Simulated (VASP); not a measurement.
LaB₆ (cab6) relaxed at rising pressure, in one space group throughout; other phases were not tried. The pressures are those reached. Level of theory: LDA (Ceperley-Alder, Perdew-Zunger), VASP's LDA PAW potentials (set 64) (plane waves; VASP).

```tsv
P (GPa)	V (Å³/atom)	k-mesh
-0.04	9.839	8×8×8
4.97	9.593	8×8×8
9.97	9.374	8×8×8
20.11	8.990	8×8×8
30.08	8.671	8×8×8
```

Problem. Fit an equation of state and predict the volume at 45.02 GPa.

Solution. Least squares on the third-order Birch-Murnaghan form, P = (3B0/2)(y⁷ − y⁵)[1 + (3/4)(B′ − 4)(y² − 1)] with y = (V0/V)^(1/3), gives V0 = 9.837 Å³/atom, B0 = 190 GPa and B′ = 3.7, and so 8.271 Å³/atom. The run gave 8.273 Å³/atom, +0.0 % from the fit.

Pressures at which the relaxation failed are left out.

The compound is LaB6 in the cab6 structure. The electron count is odd and the run is not spin-polarised, which forces a metal.
